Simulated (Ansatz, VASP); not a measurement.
# Cross-check of SnTe2 between VASP and Ansatz, part 2 of 2

One calculation is typed for both programs; each brings its own data sets. How far apart do they land? The cell is generated by rule, not measured, and may not be a known phase. The cell is taken from a series of runs on this material, whose earlier steps may have relaxed, scaled, displaced or heated it; both programs get it as it stands.

VASP 6.6.1 and Ansatz 0.2.0.

So far. Step 3 (Ansatz: single point, PBE, pair 1): The run ends at a pressure of -0.04 GPa, with forces up to 0.15 eV/Å. Step 5 (VASP: single point, PBE, pair 2): The run ends at a pressure of -0.11 GPa, with forces up to 0.22 eV/Å.

The structure was built from a prototype and need not be the compound's stable phase.

### Step 6. Ansatz: single point, PBE, pair 2

Level of this step: Ansatz beside VASP: Kohn-Sham DFT, plane waves, PBE (Ansatz).

The same cell, functional, mesh and smearing now go to Ansatz, which takes its cutoff from its data sets.

The cell is taken from a series of runs on this material, whose earlier steps may have relaxed, scaled, displaced or heated it; both programs get it as it stands.

Input file input.yaml:

```yaml
crystal:
  lattice:
    - [0.0, -3.7227547923, -3.7227547923]
    - [0.0, 3.7227547923, -3.7227547923]
    - [7.4455095846, 0.0, 0.0]
  atoms:
    - { symbol: Sn, position: [0.0, 0.0, 0.0] }
    - { symbol: Sn, position: [0.5, 0.5, 0.5] }
    - { symbol: Te, position: [0.0, 0.5, 0.7688032798] }
    - { symbol: Te, position: [0.5, 0.0, 0.2311967202] }
    - { symbol: Te, position: [1.0, 0.5, 0.2688032798] }
    - { symbol: Te, position: [0.5, 0.0, 0.7311967202] }
kpoints:
  mp_grid: { grid: [8, 8, 6] }
hamiltonian:
  xc: pbe
scf:
  occupations: { method: methfessel_paxton, width: 0.2 }
output:
  forces: true
  stress: true
  eigenvalues: true
  write_density: true
  write_potential: true
  elf: true
  volumetric_format: npy
```

Run with:

```console
ansatz run input.yaml --threads 4 --pin off --max-ram 7168MiB --backend cpu --events-out ev --progress --plain --runs-dir out
```

Numbers of over 12 decimals in the logs are rounded to 6 here.

What it wrote:

```text
[...]
Crystal: 6 atoms, lattice volume = 206.373 Å³
Basis set: ecut = 420 eV, 4033 PW (Γ), exchange–correlation on 72×72×100 points (8 copies of the dense FFT grid, shifted against one another)
Bands: 56, of which v1, the nominal top of the filled ones, is band 46 counted from 1 (45 counted from 0)
Symmetry: 16 space group operations
[...]
k-points: 60 of 384
[...]
k-point 0: bands = [... 42 lower, 6.4688, 6.4688, 6.6243, 8.3334, 8.3334, 8.9236, 9.5678, 9.7173, ... 6 higher]
  k-point 1: bands = [... 42 lower, 6.6908, 6.6908, 6.7084, 8.2546, 8.2546, 8.5699, 9.3476, 9.8496, ... 6 higher]
  k-point 2: bands = [... 42 lower, 6.8019, 7.0668, 7.0668, 7.7568, 8.0391, 8.0391, 9.0746, 9.4734, ... 6 higher]
  k-point 59: bands = [... 42 lower, 7.1092, 7.1092, 8.4702, 8.4702, 8.7847, 8.7847, 10.5436, 10.5436, ... 6 higher]
[key lines of the parts left out:]
SCF converged after 6 iterations
Free energy (F): -39967.559629 eV
Fermi energy:    7.912203 eV
P = ⅓ Tr σ = -0.0911 GPa (-0.911 kbar)
```

The run ends at a pressure of -0.09 GPa, with forces up to 0.22 eV/Å.

### Step 7. Differences

What differs besides the data sets and the points named for the pairs above, as far as they apply: the data sets hold 92 valence electrons in Ansatz (on its default PAW (the set named soft_2) files) and 52 in VASP. Total energies have different zeros and are not compared.

Both answers:

| quantity | Ansatz | VASP | difference |
| --- | --- | --- | --- |
| pressure (GPa) | -0.09 | -0.11 | +0.02 |

Forces (eV/Å; atoms numbered as in POSCAR):

| atom | Ansatz x, y, z | VASP x, y, z |
| --- | --- | --- |
| Sn1 | 0.000, 0.000, 0.000 | 0.000, 0.000, 0.000 |
| Sn2 | 0.000, 0.000, 0.000 | 0.000, 0.000, 0.000 |
| Te3 | 0.222, 0.000, 0.000 | 0.221, 0.000, 0.000 |
| Te4 | -0.222, 0.000, 0.000 | -0.221, 0.000, 0.000 |
| Te5 | 0.222, 0.000, 0.000 | 0.221, 0.000, 0.000 |
| Te6 | -0.222, 0.000, 0.000 | -0.221, 0.000, 0.000 |

The forces differ by 0.1 meV/Å r.m.s., which is 0.1 % of the r.m.s. force of 0.104 eV/Å (both taken over all components).

### Step 8. Ansatz: single point, PBE, pair 3

With cell and atoms fixed, the geometry can't cause a difference; cores, projectors, grids and the points listed under the comparison can.

The cell is taken from a series of runs on this material, whose earlier steps may have relaxed, scaled, displaced or heated it; both programs get it as it stands.

Input file input.yaml:

```yaml
crystal:
  lattice:
    - [0.0, -3.7227547923, -3.7227547923]
    - [0.0, 3.7227547923, -3.7227547923]
    - [7.4455095846, 0.0, 0.0]
  atoms:
    - { symbol: Sn, position: [0.0, 0.0, 0.0] }
    - { symbol: Sn, position: [0.5, 0.5, 0.5] }
    - { symbol: Te, position: [0.0, 0.5, 0.7795480111] }
    - { symbol: Te, position: [0.5, 0.0, 0.2204519889] }
    - { symbol: Te, position: [1.0, 0.5, 0.2795480111] }
    - { symbol: Te, position: [0.5, 0.0, 0.7204519889] }
kpoints:
  mp_grid: { grid: [8, 8, 6] }
hamiltonian:
  xc: pbe
scf:
  occupations: { method: methfessel_paxton, width: 0.2 }
output:
  forces: true
  stress: true
  eigenvalues: true
```

What it wrote:

```text
[...]
Crystal: 6 atoms, lattice volume = 206.373 Å³
Basis set: ecut = 420 eV, 4033 PW (Γ), exchange–correlation on 72×72×100 points (8 copies of the dense FFT grid, shifted against one another)
Bands: 56, of which v1, the nominal top of the filled ones, is band 46 counted from 1 (45 counted from 0)
Symmetry: 16 space group operations
[...]
k-points: 60 of 384
[...]
k-point 0: bands = [... 42 lower, 6.3283, 6.3283, 6.6983, 8.2640, 8.2640, 8.8265, 9.5619, 9.9054, ... 6 higher]
  k-point 1: bands = [... 42 lower, 6.5693, 6.5693, 6.7699, 8.2186, 8.2186, 8.4949, 9.3354, 9.8477, ... 6 higher]
  k-point 2: bands = [... 42 lower, 6.8305, 6.9300, 6.9300, 7.7161, 8.0788, 8.0788, 9.0578, 9.4711, ... 6 higher]
  k-point 59: bands = [... 42 lower, 7.1069, 7.1069, 8.2898, 8.2898, 8.8676, 8.8676, 10.6949, 10.6949, ... 6 higher]
[key lines of the parts left out:]
SCF converged after 7 iterations
Free energy (F): -39967.638962 eV
Fermi energy:    7.900075 eV
P = ⅓ Tr σ = -0.1708 GPa (-1.708 kbar)
```

The run ends at a pressure of -0.17 GPa, with forces up to 0.27 eV/Å.

### Step 9. VASP: single point, PBE, pair 3

The same cell, functional, mesh and smearing now go to VASP, with its own data sets.

Input file INCAR:

```
SYSTEM = SnTe2
PREC = Accurate
ENCUT = 500
EDIFF = 1E-06
NELM = 120
ISMEAR = 1
SIGMA = 0.2
LREAL = .FALSE.
ALGO = Normal
GGA = PE
NBANDS = 32
LORBIT = 11
LWAVE = .FALSE.
LCHARG = .FALSE.
ISIF = 2
LASPH = .TRUE.
GGA_COMPAT = .FALSE.
KPAR = 2
```

Input file POSCAR:

```
SnTe2
1.0
    0.0000000000     -3.7227547923     -3.7227547923
    0.0000000000      3.7227547923     -3.7227547923
    7.4455095846      0.0000000000      0.0000000000
Sn Te
2 4
Direct
    0.0000000000      0.0000000000      0.0000000000
    0.5000000000      0.5000000000      0.5000000000
    0.0000000000      0.5000000000      0.7795480111
    0.5000000000      0.0000000000      0.2204519889
    0.0000000000      0.5000000000      0.2795480111
    0.5000000000      0.0000000000      0.7204519889
```

Input file KPOINTS:

```
Automatic mesh
0
Gamma
8 8 6
0 0 0
```

PAW data sets: Sn_d and Te (PBE family, release 64).

Run with:

```console
mpirun -np 2 vasp_std
```

What it wrote:

```text
[... set-up lines as in an earlier step ...]
 entering main loop
       N       E                     dE             d eps       ncg     rms          rms(c)
DAV:   1     0.428979555943E+03    0.42898E+03   -0.22018E+04  3864   0.162E+03
DAV:   2     0.390869874896E+02   -0.38989E+03   -0.38075E+03  3904   0.410E+02
DAV:   3    -0.167837613597E+02   -0.55871E+02   -0.54650E+02  4792   0.147E+02
DAV:   4    -0.195819090019E+02   -0.27981E+01   -0.27753E+01  4272   0.346E+01
[...]
DAV:  11    -0.196501296194E+02   -0.20565E-04   -0.33786E-05  4432   0.366E-02    0.459E-02
DAV:  12    -0.196501311862E+02   -0.15668E-05   -0.93393E-06  4008   0.188E-02    0.620E-03
DAV:  13    -0.196501315336E+02   -0.34736E-06   -0.43831E-06  3896   0.126E-02
   1 F= -.19650132E+02 E0= -.19649267E+02  d E =-.259315E-02
```

Parts of OUTCAR (step 9):

```text
  Total        0.3497301     -0.5391218     -0.5391218     -0.0000000      0.0000000      0.0000000
  in kB        2.7151277     -4.1854696     -4.1854696     -0.0000000      0.0000000      0.0000000
  external PRESSURE =      -1.8852705 kB  Pullay stress =       0.0000000 kB

 POSITION                                       TOTAL-FORCE (eV/Angst)
 -----------------------------------------------------------------------------------
      0.00000      0.00000      0.00000         0.000000      0.000000      0.000000
      3.72275      0.00000     -3.72275         0.000000     -0.000000     -0.000000
      5.80413      1.86138     -1.86138         0.264398     -0.000000     -0.000000
      1.64138     -1.86138     -1.86138        -0.264398     -0.000000      0.000000
      2.08138      1.86138     -1.86138         0.264398      0.000000     -0.000000
      5.36413     -1.86138     -1.86138        -0.264398      0.000000      0.000000
 -----------------------------------------------------------------------------------
    total drift:                               -0.000000      0.000000     -0.000000

  FREE ENERGIE OF THE ION-ELECTRON SYSTEM (eV)
  ---------------------------------------------------
  free  energy   TOTEN  =       -19.6501315336 eV

  energy  without entropy=      -19.6475383870  energy(sigma->0) =      -19.64926715

[... 2 parts as in an earlier step ...]

[... 1 further part left out ...]
[key lines of the parts left out:]
E-fermi :   5.3163
```

The run ends at a pressure of -0.19 GPa, with forces up to 0.26 eV/Å.

### Step 10. Differences

What differs besides the data sets and the points named for the pairs above, as far as they apply: the data sets hold 92 valence electrons in Ansatz (on its default PAW (the set named soft_2) files) and 52 in VASP. Total energies have different zeros and are not compared.

Compared:

| quantity | Ansatz | VASP | difference |
| --- | --- | --- | --- |
| pressure (GPa) | -0.17 | -0.19 | +0.02 |

Forces (eV/Å; atoms numbered as in POSCAR):

| atom | Ansatz x, y, z | VASP x, y, z |
| --- | --- | --- |
| Sn1 | 0.000, 0.000, 0.000 | 0.000, 0.000, 0.000 |
| Sn2 | 0.000, 0.000, 0.000 | 0.000, 0.000, 0.000 |
| Te3 | 0.265, 0.000, 0.000 | 0.264, 0.000, 0.000 |
| Te4 | -0.265, 0.000, 0.000 | -0.264, 0.000, 0.000 |
| Te5 | 0.265, 0.000, 0.000 | 0.264, 0.000, 0.000 |
| Te6 | -0.265, 0.000, 0.000 | -0.264, 0.000, 0.000 |

The forces differ by 0.3 meV/Å r.m.s., which is 0.2 % of the r.m.s. force of 0.125 eV/Å (both taken over all components).

### Step 11. Summary of results

| Quantity | Value |
| --- | --- |
| difference in pressure (single point, PBE, pair 1) | 0.016 GPa |
| r.m.s. force difference (single point, PBE, pair 2) | 0.11 meV/Å |
| r.m.s. force difference (single point, PBE, pair 3) | 0.29 meV/Å |

In words: The r.m.s. force difference is 0.29 meV/Å (single point, PBE, pair 3), within the 12 meV/Å picked in this series as the mark of a large difference. The data sets hold unlike numbers of valence electrons (92 in Ansatz and 52 in VASP), so part of the differences comes from the potentials. 5 further runs of this series are not shown here. How closely two codes agree says nothing of how well the functional describes the real material.

[Lines on the potential files, build, host, timing and source positions are cut from VASP's logs without a mark.]

[Logs are printed without paths, hosts, clocks, repeated set-up lines and the standing remarks that a program may print on its own settings, such as how far it seeks lower states.]

[Hosts, paths, dates, database ids (printed as entryN), source tags and the programs' standing remarks are cut or masked in the printed files.]
